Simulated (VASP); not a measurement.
KTaO3: energy against strain

KTaO3 (cubic perovskite, Pm-3m, 12.425 Å³/atom and stress up to 0.28 GPa in the relaxed cell, cube axes along x, y and z) under a strain ε along a cube axis (axis z), the other axes held. LDA in VASP (plane waves, PAW), 600 eV, 8×8×8 Γ-centred mesh, Gaussian smearing 0.05 eV; ions are relaxed, or left where forces stay under 0.02 eV/Å, within the symmetry of each cell.

Here s stands for strain and y for E less E0.

```csv
strain (%),E less E0 (meV/atom)
-3.00,?
-1.50,4.59
-1.00,2.02
-0.50,0.51
0.00,0.00
0.50,0.44
1.00,1.78
1.50,3.96
```

Task: Using a parabola, estimate the missing y at s = -3.00 from the other rows, showing the fit.

Result: Least squares gives y = 0.000 - 0.1743·s + 1.9000·s². Residuals (row less fit): 0.054, -0.054, -0.052, 0.000, 0.052, 0.054, -0.054; standard error 0.065 (degrees of freedom: 4). Twice the quadratic coefficient over the volume, 2 × 1.9000 meV × 10⁴ × 0.1602 / 12.425 Å³, is the elastic constant C11 = 490 ± 7 GPa (± standard error of the fit, which holds the terms cut off). At the withheld row, y = 0.000 - 0.1743 × (-3.0) + 1.9000 × (-3.0)² = 17.623 meV/atom. The calculation gives 19.18 meV/atom, 1.557 meV/atom above the prediction (8.1 % of the range of y in the table). The row lies outside the fitted rows, so this is an extrapolation. From the scatter of the fitted rows alone, a prediction at this place has a standard error of 0.250 meV/atom, so the miss is 6.2 times that.

A polynomial of degree 3 through the 12 other runs of the series gives 19.11 there, so most of the miss is curvature that the fit leaves out. The primitive cell can neither tilt nor turn polar against its symmetry, as such crystals can under strain. Rows are the converged runs of the series near zero and its far end; series whose fitted rows scatter by over a few per cent of the range, as at a crossing or softening among them, aren't shown in this form, nor equations of state whose B0' disagrees with the runs' pressures. Most that stay on the fit to the last digits aren't either.
